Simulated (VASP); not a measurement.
Crystal: TiCl2F.

```
CELL_PARAMETERS angstrom
4.78500 -2.95000 0.00000
4.78500 2.95000 0.00000
0.00000 0.00000 5.60000
ATOMIC_POSITIONS crystal
Ti 0.00000 0.00000 0.00000
Ti 0.00000 0.00000 0.50000
Cl 0.65300 0.98900 0.25000
Cl 0.34700 0.01100 0.75000
Cl 0.01100 0.34700 0.25000
Cl 0.98900 0.65300 0.75000
F 0.24200 0.75800 0.25000
F 0.75800 0.24200 0.75000
```

The cell was built by a generator and needn't be a form met in nature.

* Program: VASP 6.6.1
* Task: relaxation of cell and atoms
* Functional: PBE
* Potentials or basis: VASP PAW PBE potentials, release 64 (Ti_sv, Cl, F)
* Cutoff: 520 eV
* k mesh: 3 × 3 × 3
* Occupations: gaussian, width 0.15 eV
* Spin: no spin polarisation

At the start: pressure 1.4 GPa; volume 19.76 Å³/atom.

Question: Where does the relaxation end?

Answer: Over 9 steps the energy falls by 70.0 meV/atom and the volume is 23.47 Å³/atom (+18.8 %); space group Cmcm (No. 63, to 0.05 Å).

Step by step:
```csv
step,energy change (eV),largest force (eV/Å),pressure (GPa),volume (Å³)
1,0.0000,0.6666,1.42,158.10
2,-0.1940,0.5089,0.75,162.07
3,-0.3044,0.9702,-0.04,167.91
4,-0.4404,0.2748,1.59,171.01
5,-0.4592,0.1412,2.58,172.57
6,-0.5328,0.1758,0.70,180.99
7,-0.5404,0.2808,-0.01,184.74
8,-0.5561,0.1619,-0.15,186.41
9,-0.5603,0.0711,-0.25,187.80
```

Final structure:
```yaml
crystal:
  lattice:
    - [5.32087, -3.23734, 0.00000]
    - [5.32087, 3.23734, 0.00000]
    - [0.00000, 0.00000, 5.45120]
  atoms:
    - { symbol: Ti, position: [0.00000, 0.00000, 0.00000] }
    - { symbol: Ti, position: [0.00000, 0.00000, 0.50000] }
    - { symbol: Cl, position: [0.67934, 0.00412, 0.25000] }
    - { symbol: Cl, position: [0.32066, 0.99588, 0.75000] }
    - { symbol: Cl, position: [0.99588, 0.32066, 0.25000] }
    - { symbol: Cl, position: [0.00412, 0.67934, 0.75000] }
    - { symbol: F, position: [0.22610, 0.77390, 0.25000] }
    - { symbol: F, position: [0.77390, 0.22610, 0.75000] }
```

Caveat: the volume moved by over 15 % at a fixed basis, so the end points are rough; the relaxation stopped at a loose force limit of 0.08 eV/Å, so its end isn't a converged minimum.
